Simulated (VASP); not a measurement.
# What goes wrong when the gap of Bi2Te3 (Tellurobismuthite) is computed with a bad input, part 2 of 2

Some runs for the gap of Bi2Te3 (Tellurobismuthite) get a fault in the input on purpose. Which of them show, and how? The starting structure is a measured crystal structure from the Crystallography Open Database. The atoms were first relaxed with LDA in that cell, in a run that isn't shown, and the relaxed structure is the one below.

VASP 6.6.1.

Results so far: reference 0.202 eV; a k mesh far too coarse and no band path 0.048 eV.

### Step 5. Bands with a wide metal-type smearing

Level of this step: LDA; plane waves and PAW (Bi_d, Te) (VASP).

A slip made on purpose: a wide metal-type smearing. Against step 2 the input has ISMEAR = 1 and SIGMA = 1 (also changed: NELM).

The input, INCAR:

```
SYSTEM = Bi2Te3
PREC = Accurate
ENCUT = 350
EDIFF = 1E-06
NELM = 60
ISMEAR = 1
SIGMA = 1
LREAL = .FALSE.
ALGO = Normal
GGA = CA
NBANDS = 39
LORBIT = 11
LWAVE = .FALSE.
LCHARG = .FALSE.
KPAR = 8
LASPH = .TRUE.
```

The input, POSCAR:

```
Bi2Te3
1.0
   -4.3860000000      0.0000000000      0.0000000000
    2.1930000000     -3.7983874210      0.0000000000
    2.1930000000      1.2661291403     10.1656666667
Bi Te
2 3
Direct
    0.2012148129      0.6006074065      0.8018222194
    0.7987851871      0.3993925935      0.1981777806
    0.5781308414      0.7890654207      0.3671962620
    0.4218691586      0.2109345793      0.6328037380
    0.0000000000      0.0000000000      0.0000000000
```

The input, KPOINTS:

```
Automatic mesh
0
Gamma
6 6 6
0 0 0
```

The input, KPOINTS_OPT:

```
Line mode
8
Line-mode
Reciprocal
  0.00000000   0.00000000   0.00000000 GAMMA
  0.00000000  -0.50000000   0.00000000 L

  0.00000000  -0.50000000   0.00000000 L
 -0.35401678  -0.32299161   0.17700839 B1

 -0.32299161  -0.32299161  -0.17700839 B
  0.00000000   0.00000000  -0.50000000 Z

  0.00000000   0.00000000  -0.50000000 Z
  0.00000000   0.00000000   0.00000000 GAMMA

  0.00000000   0.00000000   0.00000000 GAMMA
 -0.33850420  -0.33850420   0.33850420 X

 -0.33850420  -0.32299161   0.00000000 Q
 -0.50000000   0.00000000   0.00000000 F

 -0.50000000   0.00000000   0.00000000 F
 -0.48448741   0.00000000  -0.17700839 P1

 -0.48448741   0.00000000  -0.17700839 P1
  0.00000000   0.00000000  -0.50000000 Z

  0.00000000  -0.50000000   0.00000000 L
  0.00000000  -0.48448741  -0.33850420 P
```

Potentials, in the order of the species: Bi_d and Te (LDA family, release 64).

The run is started by

```sh
mpirun -np 8 vasp_std
```

What it wrote:

```text
[banner, memory and clock lines left out]
running    8 mpi-ranks, on    1 nodes
[...]
[... a notice as in an earlier step ...]

 LDA part: xc-table for (Slater(with rela. corr.)+CA(PZ))
 , standard interpolation
 POSCAR, INCAR and KPOINTS ok, starting setup
[...]
entering main loop
       N       E                     dE             d eps       ncg     rms          rms(c)
DAV:   1     0.375865840985E+03    0.37587E+03   -0.17112E+04  2496   0.900E+02
DAV:   2     0.178247371855E+02   -0.35804E+03   -0.34000E+03  2616   0.275E+02
DAV:   3    -0.201701543495E+02   -0.37995E+02   -0.37020E+02  3084   0.106E+02
DAV:   4    -0.216253566359E+02   -0.14552E+01   -0.14506E+01  2963   0.234E+01
[...]
DAV:  11    -0.213769459653E+02    0.31526E-05   -0.22659E-05  2799   0.311E-02    0.218E-02
DAV:  12    -0.213769479617E+02   -0.19964E-05   -0.12877E-05  3037   0.138E-02    0.133E-02
DAV:  13    -0.213769479854E+02   -0.23717E-07   -0.79949E-07  1848   0.480E-03
   1 F= -.21376948E+02 E0= -.21538460E+02  d E =0.484536E+00
 Start KPOINTS_OPT (optional k-point list driver)
k-point batch [1-32\72]
       N       E                     dE             ncg
DAV:   1     0.242605296095E+04   -0.17049E+05     2504
DAV:   2    -0.904464351039E+04   -0.11471E+05     2693
DAV:   3    -0.102995329873E+05   -0.12549E+04     3076
DAV:   4    -0.103481171533E+05   -0.48584E+02     2985
DAV:   5    -0.103505039994E+05   -0.23868E+01     3654
DAV:   6    -0.103505332142E+05   -0.29215E-01     3275
DAV:   7    -0.103505340641E+05   -0.84983E-03     3633
DAV:   8    -0.103505340748E+05   -0.10750E-04     2873
DAV:   9    -0.103505340753E+05   -0.47920E-06     1819
[...]
k-point batch [65-72\72]
       N       E                     dE             ncg
DAV:   1     0.229109453294E+05   -0.82715E+04      648
DAV:   2     0.200490923332E+05   -0.28619E+04      671
DAV:   3     0.197557071635E+05   -0.29339E+03      803
DAV:   4     0.197449247893E+05   -0.10782E+02      752
DAV:   5     0.197444007679E+05   -0.52402E+00      929
DAV:   6     0.197443933059E+05   -0.74619E-02      832
DAV:   7     0.197443931211E+05   -0.18478E-03      937
DAV:   8     0.197443931184E+05   -0.27782E-05      682
DAV:   9     0.197443931182E+05   -0.14329E-06      473
```

The job ended after 16 s (8 MPI ranks of Intel Xeon 6975P-C (Granite Rapids), shared host; peak memory 2.4 GiB; 2 min of CPU time).

OUTCAR, selected parts (step 5):

```text
  Total       -1.7103618     -1.7103618     -2.0497376      0.0000000      0.0000000      0.0000000
  in kB      -16.1806071    -16.1806071    -19.3912182      0.0000000      0.0000000      0.0000000
  external PRESSURE =     -17.2508108 kB  Pullay stress =       0.0000000 kB

 POSITION                                       TOTAL-FORCE (eV/Angst)
 -----------------------------------------------------------------------------------
      2.19300     -1.26613      8.15106         0.000000      0.000000     -0.031926
     -2.19300     -1.26613      2.01461        -0.000000     -0.000000      0.031926
     -0.00000     -2.53226      3.73279         0.000000      0.000000     -0.037770
      0.00000      0.00000      6.43287        -0.000000     -0.000000      0.037770
      0.00000      0.00000      0.00000         0.000000      0.000000      0.000000
 -----------------------------------------------------------------------------------
    total drift:                               -0.000000     -0.000000     -0.000000

  FREE ENERGIE OF THE ION-ELECTRON SYSTEM (eV)
  ---------------------------------------------------
  free  energy   TOTEN  =       -21.3769479854 eV

  energy  without entropy=      -21.8614839831  energy(sigma->0) =      -21.53845998

[... 2 parts as in an earlier step ...]

[... 1 further part left out ...]
[key lines of the parts left out:]
E-fermi :   6.1371
```

With a wide metal-type smearing the gap is 0.211 eV, +0.009 eV from the reference.

### Step 6. Bands with a cutoff far too low

A slip made on purpose: a cutoff far too low. Against step 2 the input has ENCUT = 110 (also changed: NELM).

Edit INCAR of step 5 so:

```diff
@@ -2,7 +2,7 @@
 PREC = Accurate
-ENCUT = 350
+ENCUT = 110
 EDIFF = 1E-06
 NELM = 60
-ISMEAR = 1
-SIGMA = 1
+ISMEAR = 0
+SIGMA = 0.03
 LREAL = .FALSE.
```

POSCAR is that of step 5.

KPOINTS is that of step 5.

KPOINTS_OPT is that of step 5.

The run is started by

```sh
mpirun -np 8 vasp_std
```

What it wrote:

```text
[... set-up lines as in an earlier step ...]
 entering main loop
       N       E                     dE             d eps       ncg     rms          rms(c)
DAV:   1     0.210261565077E+03    0.21026E+03   -0.97965E+03  3440   0.299E+02
DAV:   2     0.102431412048E+03   -0.10783E+03   -0.10370E+03  3094   0.109E+02
DAV:   3     0.990285627507E+02   -0.34028E+01   -0.33747E+01  2931   0.178E+01
DAV:   4     0.990093344827E+02   -0.19228E-01   -0.19227E-01  2749   0.142E+00
[...]
DAV:  13     0.127516229385E+03    0.52378E-04   -0.27263E-04  2713   0.538E-02    0.607E-02
DAV:  14     0.127516238998E+03    0.96131E-05   -0.28632E-05  2713   0.189E-02    0.186E-02
DAV:  15     0.127516238557E+03   -0.44052E-06   -0.15481E-06  2368   0.381E-03
   1 F= 0.12751624E+03 E0= 0.12751625E+03  d E =-.283547E-04
 Start KPOINTS_OPT (optional k-point list driver)
k-point batch [1-32\72]
       N       E                     dE             ncg
DAV:   1    -0.598899900331E+04   -0.17314E+05     3581
DAV:   2    -0.971054066260E+04   -0.37215E+04     3080
DAV:   3    -0.987490421959E+04   -0.16436E+03     2937
DAV:   4    -0.987676456310E+04   -0.18603E+01     2792
DAV:   5    -0.987677975169E+04   -0.15189E-01     2947
DAV:   6    -0.987677990585E+04   -0.15416E-03     2605
DAV:   7    -0.987677990763E+04   -0.17884E-05     2317
DAV:   8    -0.987677990770E+04   -0.61598E-07     1825
[...]
k-point batch [65-72\72]
       N       E                     dE             ncg
DAV:   1     0.113323805075E+05   -0.65510E+04      880
DAV:   2     0.104062953517E+05   -0.92609E+03      802
DAV:   3     0.103634704704E+05   -0.42825E+02      736
DAV:   4     0.103629980568E+05   -0.47241E+00      722
DAV:   5     0.103629947343E+05   -0.33224E-02      729
DAV:   6     0.103629947074E+05   -0.26903E-04      659
DAV:   7     0.103629947072E+05   -0.23993E-06      553
```

Wall time 3.4 s (8 MPI ranks); peak memory 1.1 GiB; 23 s of CPU time.

From OUTCAR (step 6):

```text
  Total     -784.8715629   -784.8715629   -784.9203360      0.0000000      0.0000000      0.0000000
  in kB    -7425.1533109  -7425.1533109  -7425.6147209      0.0000000      0.0000000      0.0000000
  external PRESSURE =   -7425.3071142 kB  Pullay stress =       0.0000000 kB

 POSITION                                       TOTAL-FORCE (eV/Angst)
 -----------------------------------------------------------------------------------
      2.19300     -1.26613      8.15106         0.000000      0.000000     -2.307549
     -2.19300     -1.26613      2.01461        -0.000000     -0.000000      2.307549
     -0.00000     -2.53226      3.73279         0.000000      0.000000     -0.366966
      0.00000      0.00000      6.43287        -0.000000     -0.000000      0.366966
      0.00000      0.00000      0.00000        -0.000000      0.000000      0.000000
 -----------------------------------------------------------------------------------
    total drift:                               -0.000000     -0.000000     -0.000000

  FREE ENERGIE OF THE ION-ELECTRON SYSTEM (eV)
  ---------------------------------------------------
  free  energy   TOTEN  =       127.5162385574 eV

  energy  without entropy=      127.5162669121  energy(sigma->0) =      127.51625273

[... 1 part as in an earlier step ...]

[... 2 further parts left out ...]
[key lines of the parts left out:]
E-fermi :   5.6025
```

With a cutoff far too low the gap is 0.063 eV, -0.139 eV from the reference.

### Step 7. Comparison

```
                                     run            ended  gap (eV)  change (eV)  core minutes
                               reference        converged     0.202            -          2.19
a k mesh far too coarse and no band path        converged     0.048       -0.154         0.187
  a fixed density without a density file  stopped by VASP         -            -         0.773
              a wide metal-type smearing        converged     0.211        0.009          2.08
                    a cutoff far too low        converged     0.063       -0.139         0.453
```

Core minutes are wall time times ranks of the run shown, on a shared host.

### Step 8. Summary of results

| Item | Value |
| --- | --- |
| reference gap | 0.202 eV |
| gap with a k mesh far too coarse and no band path | 0.048 eV |
| gap with a wide metal-type smearing | 0.211 eV |
| gap with a cutoff far too low | 0.063 eV |
| run with a fixed density without a density file | stopped by VASP |

In words: VASP stopped by itself in the run with a fixed density without a density file. Finished, but with signs in the output that stand out against the reference: a k mesh far too coarse and no band path, with the gap changed by -0.15 eV (signs: a stress of up to 38.8 GPa and forces of up to 1.64 eV/Å); a wide metal-type smearing, with the gap changed by +0.01 eV (signs: a large entropy term in the energy and forces of up to 0.04 eV/Å); a cutoff far too low, with the gap changed by -0.14 eV (signs: a stress of up to 742.6 GPa and forces of up to 2.31 eV/Å). Further runs on this material are not shown.

[Lines on the potential files, build, host, timing and source positions are cut from VASP's logs without a mark.]

[Logs are printed without paths, hosts, clocks, repeated set-up lines and the standing remarks that a program may print on its own settings, such as how far it seeks lower states.]

[Hosts, paths, dates, database ids (printed as entryN), source tags and the programs' standing remarks are cut or masked in the printed files.]
